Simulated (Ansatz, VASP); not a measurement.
# BP: VASP beside Ansatz

Aim: how closely do two programs agree when they are given the same cell, functional and k mesh? Of the first pair: The structure shown comes from an earlier Ansatz run, which isn't shown and may have moved the atoms alone.

Method: plane waves, with VASP 6.6.1 beside it; elastic constants at LDA and zone-centre phonons at LDA, in Ansatz 0.2.0.

## (1) The structure

Symmetry: F-43m, No. 216, cubic system. Conventional cell: a = 4.487 Å, b = 4.487 Å, c = 4.487 Å, α = 90.00°, β = 90.00°, γ = 90.00°. Nearest to B lie 4 P at 1.94 Å. P has 4 B at 1.94 Å nearest. Farther neighbours are not listed.

## (2) Ansatz: elastic constants, LDA

Ansatz runs on norm-conserving files, of PseudoDojo where its log says so.

Elastic constants are differences of stresses under small strains, so they test the stress and the mesh.

File input.yaml:

```yaml
crystal:
  lattice:
    - [0.0, 2.2436141376, 2.2436141376]
    - [2.2436141376, 0.0, 2.2436141376]
    - [2.2436141376, 2.2436141376, 0.0]
  atoms:
    - { symbol: B, position: [0.0, 0.0, 0.0] }
    - { symbol: P, position: [0.25, 0.25, 0.25] }
kpoints:
  mp_grid: { grid: [12, 12, 12] }
hamiltonian:
  xc: lda
  pseudopotentials: { kind: nc, accuracy: standard }
scf:
  occupations: { method: fixed }
output:
  forces: true
  stress: true
  eigenvalues: true
basis:
  ecutwfc: 1142.878
elastic:
  mode: relaxed_ion
```

Run with:

```console
ansatz run input.yaml --threads 4 --pin off --max-ram 8192MiB --backend cpu --events-out ev --progress --plain --runs-dir out
```

Log:

```text
Engine: ansatz 0.2.0, x86_64-unknown-linux-gnu
Pseudopotentials: kind: nc
Pseudopotential: B, nc, valence charge 3, recommended cutoff 1034.032677 eV (normal), B.nc.azcp (PseudoDojo's, or run here from an input of PseudoDojo's; its table is named by hamiltonian.pseudopotentials.accuracy)
Pseudopotential: P, nc, valence charge 5, recommended cutoff 653.07327 eV (normal), P.nc.azcp (PseudoDojo's, or run here from an input of PseudoDojo's; its table is named by hamiltonian.pseudopotentials.accuracy)
Functional definition: SPW92
  exchange = slater_x
  correlation = pw_c
Crystal: 2 atoms, lattice volume = 22.588 Å³
Basis set: ecut = 1142.878 eV, 1989 PW (Γ)
Bands: 8, of which v1, the nominal top of the filled ones, is band 4 counted from 1 (3 counted from 0)
Symmetry: 24 space group operations
Space group: F-43m (ITA 216), of the structure as read, at distance tolerance 2.8e-5 Å
k-points: 72 of 1728 (time reversal used)
Non-local potential: B, projectors of the file, l = 0: 2, l = 1: 2
Non-local potential: P, projectors of the file, l = 0: 2, l = 1: 2, l = 2: 2
Initial density: superposition of atomic densities (chi_scale 0.1, normalization cell, long waves kept (reshape's long-wave potential 0.00 eV rms))
Initial wavefunctions: pseudopotential atomic-orbital guess
Functional: x = slater, c = lda
SCF iter   1: F=—  HF=-271.537117 eV  |F-HF|=—  |Δ(HF+E_count)|=         —  Δρ=1.00e-1  dr2=2.55e0  ethr=3.10e-3  ⟨swp⟩=4.2  Hψ=4189  notcnv=0  defer=120
preconditioner: auto → none  [insulator: Δε(μ)=2.045 eV  Ē_g=13.158 eV  n_scr=0 (ndim 8)  ℏωp=22.1 eV  f_vac=0.000  ε∞_Penn≈3.8]
SCF iter   2: F=—  HF=-270.696435 eV  |F-HF|=—  |Δ(HF+E_count)|=   8.41e-1  Δρ=3.09e-2  dr2=1.61e-1  ethr=3.10e-3  ⟨swp⟩=3.1  Hψ=1741  notcnv=0  defer=119
SCF iter   3: F=—  HF=-270.650264 eV  |F-HF|=—  |Δ(HF+E_count)|=   4.62e-2  Δρ=1.19e-2  dr2=1.92e-2  ethr=2.01e-3  ⟨swp⟩=3.0  Hψ=1013  notcnv=0  defer=133
SCF iter   4: F=—  HF=-270.645453 eV  |F-HF|=—  |Δ(HF+E_count)|=   4.81e-3  Δρ=1.53e-3  dr2=2.34e-4  ethr=2.40e-4  ⟨swp⟩=3.1  Hψ=958  notcnv=0  defer=135
SCF iter   5: F=—  HF=-270.645433 eV  |F-HF|=—  |Δ(HF+E_count)|=   2.01e-5  Δρ=7.78e-5  dr2=8.36e-7  ethr=2.93e-6  ⟨swp⟩=1.8  Hψ=682  notcnv=0  defer=135
SCF iter   6: F=—  HF=-270.645433 eV  |F-HF|=—  |Δ(HF+E_count)|=   1.25e-7  Δρ=9.95e-6  dr2=9.69e-9  ethr=1.04e-8  ⟨swp⟩=2.6  Hψ=842  notcnv=0  defer=79
SCF iter   7: F=—  HF=-270.645433 eV  |F-HF|=—  |Δ(HF+E_count)|=  6.87e-10  Δρ=9.28e-7  dr2=2.49e-10  ethr=1.21e-10  ⟨swp⟩=2.5  Hψ=865  notcnv=0  defer=79
SCF iter   8: F=—  HF=-270.645433 eV  |F-HF|=—  |Δ(HF+E_count)|=  1.07e-10  Δρ=9.78e-8  dr2=2.25e-12  ethr=3.11e-12  ⟨swp⟩=2.3  Hψ=862  notcnv=0  defer=79
SCF iter   9: F=-270.645433 eV  HF=-270.645433 eV  |F-HF|=1.71e-13  |Δ(HF+E_count)|=  9.09e-13  Δρ=1.16e-8  dr2=2.99e-14  ethr=1.00e-12  ⟨swp⟩=7.4  Hψ=3968  notcnv=0
SCF 1 converged in 9 iterations: F = -270.645433 eV  dr2 = 2.99e-14
Crystal: 2 atoms, lattice volume = 22.497 Å³
Basis set: ecut = 1142.878 eV, 1981 PW (Γ)
Symmetry: 8 space group operations
k-points: 163 of 1728 (time reversal used)
Initial density: handed on by an earlier stage of this run
Initial wavefunctions: those handed on with the density
iter 1 solved again at ethr=2.37e-6 eV; its pass at ethr=3.10e-3 eV (dr2=1.90e-4 eV) is discarded
SCF iter   1: F=—  HF=-270.645097 eV  |F-HF|=—  |Δ(HF+E_count)|=         —  Δρ=8.26e-4  dr2=1.91e-4  ethr=2.37e-6  ⟨swp⟩=3.0  Hψ=10033  notcnv=0  defer=323
preconditioner: auto → none  [insulator: Δε(μ)=1.098 eV  Ē_g=12.997 eV  n_scr=0 (ndim 8)  ℏωp=22.1 eV  f_vac=0.000  ε∞_Penn≈3.9]
SCF iter   2: F=—  HF=-270.645034 eV  |F-HF|=—  |Δ(HF+E_count)|=   6.26e-5  Δρ=2.05e-4  dr2=8.94e-6  ethr=2.37e-6  ⟨swp⟩=2.2  Hψ=1929  notcnv=0  defer=264
SCF iter   3: F=—  HF=-270.645031 eV  |F-HF|=—  |Δ(HF+E_count)|=   2.99e-6  Δρ=7.71e-5  dr2=1.00e-6  ethr=1.12e-7  ⟨swp⟩=2.2  Hψ=1969  notcnv=0  defer=43
SCF iter   4: F=—  HF=-270.645031 eV  |F-HF|=—  |Δ(HF+E_count)|=   2.00e-7  Δρ=1.36e-5  dr2=1.65e-8  ethr=1.25e-8  ⟨swp⟩=2.0  Hψ=1956  notcnv=0
SCF iter   5: F=—  HF=-270.645031 eV  |F-HF|=—  |Δ(HF+E_count)|=   5.12e-9  Δρ=4.68e-7  dr2=4.84e-11  ethr=2.06e-10  ⟨swp⟩=1.0  Hψ=1304  notcnv=0
SCF iter   6: F=—  HF=-270.645031 eV  |F-HF|=—  |Δ(HF+E_count)|=  2.40e-11  Δρ=8.56e-8  dr2=9.08e-13  ethr=6.05e-13 (applied; sched 1.00e-12)  ⟨swp⟩=2.0  Hψ=1963  notcnv=0
SCF iter   7: F=-270.645031 eV  HF=-270.645031 eV  |F-HF|=0.00e0  |Δ(HF+E_count)|=    0.00e0  Δρ=9.21e-9  dr2=2.24e-14  ethr=1.00e-12  ⟨swp⟩=5.2  Hψ=4449  notcnv=0
SCF 2 converged in 7 iterations: F = -270.645031 eV  dr2 = 2.24e-14
Crystal: 2 atoms, lattice volume = 22.678 Å³
iter 1 solved again at ethr=9.37e-11 eV; its pass at ethr=3.10e-3 eV (dr2=7.50e-9 eV) is discarded
SCF iter   1: F=—  HF=-270.645027 eV  |F-HF|=—  |Δ(HF+E_count)|=         —  Δρ=6.11e-6  dr2=8.26e-9  ethr=9.37e-11  ⟨swp⟩=2.2  Hψ=9811  notcnv=0  defer=174
[...]
SCF 13 converged in 7 iterations: F = -270.645371 eV  dr2 = 4.28e-14
relax step   1: F+E_penalty+E_count = -270.64537132 eV  Δ(F+E_penalty+E_count) = +0.000e0 eV  max|allowed force component| = 1.628e-2 eV/Å  Δτ_max = 0.0000 Å  (7 SCF iters, accepted)
[...]
relax step   2: F+E_penalty+E_count = -270.64537798 eV  Δ(F+E_penalty+E_count) = -6.667e-6 eV  max|allowed force component| = 5.036e-10 eV/Å  Δτ_max = 0.0004 Å  (6 SCF iters, accepted)
[...]
relax step   1: F+E_penalty+E_count = -270.64518590 eV  Δ(F+E_penalty+E_count) = +0.000e0 eV  max|allowed force component| = 3.255e-2 eV/Å  Δτ_max = 0.0000 Å  (8 SCF iters, accepted)
[...]
relax step   2: F+E_penalty+E_count = -270.64521257 eV  Δ(F+E_penalty+E_count) = -2.667e-5 eV  max|allowed force component| = 5.974e-7 eV/Å  Δτ_max = 0.0008 Å  (6 SCF iters, accepted)
iter 1 solved again at ethr=1.00e-12 eV; its pass at ethr=3.10e-3 eV (dr2=8.19e-14 eV) is discarded
SCF iter   1: F=—  HF=-270.645213 eV  |F-HF|=—  |Δ(HF+E_count)|=         —  Δρ=3.52e-8  dr2=7.55e-14  ethr=1.00e-12  ⟨swp⟩=2.2  Hψ=16583  notcnv=0
SCF iter   2: F=-270.645213 eV  HF=-270.645213 eV  |F-HF|=0.00e0  |Δ(HF+E_count)|=    0.00e0  Δρ=1.73e-8  dr2=1.68e-14  ethr=1.00e-12  ⟨swp⟩=4.6  Hψ=6948  notcnv=0
SCF 18 converged in 2 iterations: F = -270.645213 eV  dr2 = 1.68e-14
SCF converged after 9 iterations
Free energy (F): -270.645433 eV
Harris-Foulkes:  -270.645433 eV  (|F-HF|=1.71e-13)
Internal energy: -270.645433 eV  (E = F + TS)
E sigma→0 (E₀):  -270.645433 eV
Fermi energy:    9.482110 eV
--- Per-component energies (eV) ---
  E_band       = 23.123457
  E_kinetic    = 128.758730
  E_local      = -65.616272  (includes V_loc(G=0)·N_el)
  E_nonlocal   = 29.222974
  E_hartree    = 16.686008
  E_xc         = -90.975099
  E_vxc        = -102.613990  (∫ρ·V_xc dr)
  E_ewald      = -288.721774
  E_smearing   = -0.000000  (= −TS)
  E_closure    = 0.000000  (closes the sum)
  Σ components = -270.645433   (vs F -270.645433, Δ=0.00e0)
--- Forces (eV/Å), atoms counted from 1 ---
  atom   1  B      0.00000000    -0.00000000     0.00000000
  atom   2  P     -0.00000000    -0.00000000    -0.00000000
  max |Σ_I F_I| component: 3.89e-16 eV/Å
--- Stress (GPa, compression-positive) ---
       -0.005889       0.000000      -0.000000
        0.000000      -0.005889       0.000000
       -0.000000       0.000000      -0.005889
  P = ⅓ Tr σ = -0.0059 GPa (-0.059 kbar)
--- Band table (eV; the first three rows and the last of 72) ---
  k-point 0: bands = ["-6.2157", "9.4821", "9.4821", "9.4821", "12.9240", "12.9240", "12.9240", "17.3412"]
  k-point 1: bands = ["-6.0871", "8.5137", "9.2636", "9.2636", "13.2257", "13.2257", "13.2874", "17.6797"]
  k-point 2: bands = ["-5.7044", "6.6104", "8.8035", "8.8035", "13.5972", "13.8427", "13.8427", "18.4931"]
  k-point 71: bands = ["-0.9037", "1.4092", "3.6060", "3.8018", "14.7272", "16.2321", "16.8518", "17.1311"]
--- Elastic constants: 2 strain directions × 4 members + reference (group order 24) ---
  dense FFT box of the reference and of every strained cell: 36×36×36
  strains applied: 11, 23; error gains: componentwise 1.00 (the most a stress slope's error grows in a printed constant), spectral 1.73 (1 for all six strains in a standard setting)
  C = ∂σ_k/∂η_j (tension-positive GPa; Voigt order 11 22 33 23 13 12):
       358.463     82.845     82.845     -0.000     -0.000     -0.000
        82.845    358.463     82.845      0.000      0.000     -0.000
        82.845     82.845    358.463      0.000     -0.000      0.000
        -0.000      0.000      0.000    195.501     -0.000     -0.000
        -0.000     -0.000      0.000     -0.000    195.501      0.000
        -0.000      0.000      0.000      0.000      0.000    195.501
  reference stress σ⁰ (GPa):      0.006      0.006      0.006     -0.000      0.000     -0.000
  C* (energy form; C + prestress term) asymmetry max|C*_kj − C*_jk| = 1.421e-14 GPa — a small one proves nothing (zero by symmetry where the batch's group is 432, −43m or m−3m); a large one is finite-difference/SCF noise where every solve meets its electron count
  moduli (Voigt/Reuss/Hill, GPa): K = 174.72/174.72/174.72   G = 172.42/167.46/169.94   E = 385.00   ν = 0.133
  mechanically stable: yes (min eigenvalue of sym C = 195.50 GPa)
  strain η (Voigt 11):  stress-route row diagonal C_11 = 358.46 GPa, energy-path curvature d²(F+E_count+ΔE)/dδ²/Ω₀ = 358.46 GPa
    cells at ±δ against ±2δ: C31 82.85 and 82.86 GPa, apart by 0.00 % of the column's largest entry
         δ    σ_11 (GPa)             F (eV)   n_scf  n_hpsi   n_pw
    -4.000e-3      -1.4340        -270.6450312       7   24996   1992   relax 0 steps, max|allowed force component| 4.86e-17 eV/Å
    -2.000e-3      -0.7126        -270.6453337       2   18023   1996   relax 0 steps, max|allowed force component| 2.78e-17 eV/Å
     2.000e-3       0.7213        -270.6453304       2   17897   2012   relax 0 steps, max|allowed force component| 6.59e-17 eV/Å
     4.000e-3       1.4337        -270.6450267       5   21992   2028   relax 0 steps, max|allowed force component| 7.98e-17 eV/Å
  strain η (Voigt 23):  stress-route row diagonal C_44 = 195.50 GPa, energy-path curvature d²(F+E_count+ΔE)/dδ²/Ω₀ = 195.50 GPa
    cells at ±δ against ±2δ: C44 195.50 and 195.51 GPa, apart by 0.00 % of the column's largest entry
         δ    σ_23 (GPa)             F (eV)   n_scf  n_hpsi   n_pw
    -4.000e-3      -0.7820        -270.6452126       2   26061   2000   relax 3 steps, max|allowed force component| 2.65e-8 eV/Å
    -2.000e-3      -0.3910        -270.6453780       2   26130   2002   relax 2 steps, max|allowed force component| 4.23e-7 eV/Å
     2.000e-3       0.3910        -270.6453780       2   26113   2002   relax 2 steps, max|allowed force component| 5.04e-10 eV/Å
     4.000e-3       0.7820        -270.6452126       2   25901   2000   relax 2 steps, max|allowed force component| 5.97e-7 eV/Å
```

The column dr2 measures how far the density is from self-consistency, as an energy; F and HF (Harris–Foulkes) agree once it is small.

[end of part 1 of 3]

[Lines on the potential files, build, host, timing and source positions are cut from VASP's logs without a mark.]

[Logs are printed without paths, hosts, clocks, repeated set-up lines and the standing remarks that a program may print on its own settings, such as how far it seeks lower states.]

[Hosts, paths, dates, database ids (printed as entryN), source tags and the programs' standing remarks are cut or masked in the printed files.]
